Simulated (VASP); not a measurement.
```xyz
5
Lattice="2.8294 1.6335 2.3206 -2.8294 1.6335 2.3206 0.0000 -3.2671 2.3206" Properties=species:S:1:pos:R:3 pbc="T T T"
Ba     0.0000     0.0000     0.0046
Ti     0.0000     0.0000     3.5696
O     -1.3946     0.8051     4.5430
O      0.0000    -1.6103     4.5430
O      1.3946     0.8051     4.5430
```

All values below come from PBEsol GGA with spin-orbit coupling, VASP's PBE PAW potentials (set 64) (plane waves; VASP). Settings: 520 eV cut-off, 5×5×5 Γ-centred mesh, Gaussian smearing of 0.050 eV, potentials Ba_sv Ti_sv O.

The path is coarsely sampled, so an indirect gap can come out somewhat too large.

**Question.** Give the energies of bands 33 to 46 at the high-symmetry points, in eV from the valence-band maximum.

**Answer.** 
```json
[
 {"band": "33", "Γ": "-1.08", "T": "-2.20", "H2": "-2.20", "L": "-1.77", "S0": "-1.64", "F": "-1.64"},
 {"band": "34", "Γ": "-1.08", "T": "-2.20", "H2": "-2.20", "L": "-1.77", "S0": "-1.64", "F": "-1.64"},
 {"band": "35", "Γ": "-0.56", "T": "-0.03", "H2": "-0.03", "L": "-1.64", "S0": "-0.95", "F": "-0.95"},
 {"band": "36", "Γ": "-0.56", "T": "-0.03", "H2": "-0.03", "L": "-1.64", "S0": "-0.95", "F": "-0.95"},
 {"band": "37", "Γ": "-0.40", "T": "-0.02", "H2": "-0.02", "L": "-0.97", "S0": "-0.80", "F": "-0.80"},
 {"band": "38", "Γ": "-0.40", "T": "-0.02", "H2": "-0.02", "L": "-0.97", "S0": "-0.80", "F": "-0.80"},
 {"band": "39", "Γ": "-0.34", "T": "0.00", "H2": "0.00", "L": "-0.83", "S0": "-0.10", "F": "-0.10"},
 {"band": "40", "Γ": "-0.34", "T": "0.00", "H2": "0.00", "L": "-0.83", "S0": "-0.10", "F": "-0.10"},
 {"band": "41", "Γ": "2.29", "T": "4.29", "H2": "4.29", "L": "2.48", "S0": "3.81", "F": "3.81"},
 {"band": "42", "Γ": "2.29", "T": "4.29", "H2": "4.29", "L": "2.48", "S0": "3.81", "F": "3.81"},
 {"band": "43", "Γ": "2.30", "T": "4.44", "H2": "4.44", "L": "3.74", "S0": "3.83", "F": "3.83"},
 {"band": "44", "Γ": "2.30", "T": "4.44", "H2": "4.44", "L": "3.74", "S0": "3.83", "F": "3.83"},
 {"band": "45", "Γ": "2.45", "T": "4.44", "H2": "4.44", "L": "3.85", "S0": "4.15", "F": "4.15"},
 {"band": "46", "Γ": "2.45", "T": "4.44", "H2": "4.44", "L": "3.85", "S0": "4.15", "F": "4.15"}
]
```

The gap is indirect, 2.29 eV, from the valence maximum at T-H2 at 0.83 to the conduction minimum at Γ.

The structure comes from a computed database's BaTiO3 entry (R3m); how it stands against other phases isn't given here. It was relaxed first.
